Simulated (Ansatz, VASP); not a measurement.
## One calculation of TaGeW6, two programs

```
Ta Ge W
1.0
     5.37419    0.00000    0.00000
    -2.68710    4.65419    0.00000
     0.00000    0.00000    5.45199
Ta Ge W
1 1 6
Cartesian
  0.0000 0.0000 0.0000
  0.0000 0.0000 2.7260
  2.6871 0.0000 1.3995
  -1.3435 2.3271 1.3995
  1.3435 2.3271 1.3995
  -1.3435 2.3271 4.0524
  2.6871 0.0000 4.0524
  1.3435 2.3271 4.0524
```

Alike in both runs: functional PBE; k mesh 4 × 4 × 2; occupations gaussian, width 0.2 eV; no spin polarisation.

Ansatz relaxed the structure, and its values are those at the end. VASP's run is a single point on that final structure, the one shown.

|  | VASP | Ansatz |
| --- | --- | --- |
| version | VASP 6.6.1 | Ansatz 0.2.0 |
| potentials or method | VASP PAW PBE potentials, release 64 (Ta_pv, Ge_d, W_sv) | scalar-relativistic, plane waves, PAW |
| plane-wave cutoff (eV) | 520 | 420 |
| valence electrons in the cell | 109 | 111 |

Ansatz gave:

| Property | Result |
| --- | --- |
| gap on the k mesh at the Fermi level (eV) | none |
| pressure (GPa) | 0.3 |
| rms of the force components (eV/Å) | 0.008 |

Question: Which values does VASP return?

Answer: gap on the k mesh at the Fermi level (eV): none; pressure (GPa): 0.7; rms of the force components (eV/Å): 0.011.

A gap of «none» marks a metal or a gap that the smearing closes. The two sets of potentials don't hold the same shells in valence.

Caveats: the k mesh is coarse (spacing up to 0.58 Å⁻¹), so the values aren't converged. The runs have no spin-orbit coupling, so splittings on Ta, W are missing.
